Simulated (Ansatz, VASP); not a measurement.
**HfZrSe4: VASP beside Ansatz**

```
CELL_PARAMETERS angstrom
3.65860 0.00000 0.00000
-1.82930 3.16844 0.00000
0.00000 0.00000 13.84980
ATOMIC_POSITIONS crystal
Zr 0.00000 0.00000 0.00000
Hf 0.00000 0.00000 0.50000
Se 0.33333 0.66667 0.87803
Se 0.33333 0.66667 0.37132
Se 0.66667 0.33333 0.62868
Se 0.66667 0.33333 0.12197
```

Change from the starting cell: species swapped into the ZrTaTe4 type (P-3m1, No. 164).

Alike in both runs: task single point; functional PBE; k mesh 6 × 6 × 2; occupations gaussian, width 0.1 eV; no spin polarisation.

|  | VASP | Ansatz |
| --- | --- | --- |
| version | VASP 6.6.1 | Ansatz 0.2.0 |
| potentials or method | VASP PAW PBE potentials, release 64 (Zr_sv, Hf_pv, Se) | scalar-relativistic, plane waves, PAW |
| plane-wave cutoff (eV) | 520 | 420 |
| valence electrons in the cell | 46 | 102 |

VASP gave:

| Item | Value |
| --- | --- |
| gap on the k mesh at the Fermi level (eV) | none |
| pressure (GPa) | -1.7 |
| largest component of the traceless stress (GPa) | 5.06 |
| rms of the force components (eV/Å) | 0.540 |

Problem. Which values does Ansatz return?

Solution. gap on the k mesh at the Fermi level (eV): none; pressure (GPa): -1.6; largest component of the traceless stress (GPa): 5.06; rms of the force components (eV/Å): 0.527.

Atom by atom the forces differ by 0.015 eV/Å (rms over components). A gap of «none» marks a metal or a gap that the smearing closes. The two sets of potentials don't hold the same shells in valence.

Caveats: this functional lacks dispersion, which binds the layers, so the pressure and a relaxed spacing across them are unreliable; forces of over 1 eV/Å show positions far from the minimum, so gaps and moduli don't describe the material at rest. Spin-orbit coupling is left out, which matters for the levels of Hf.
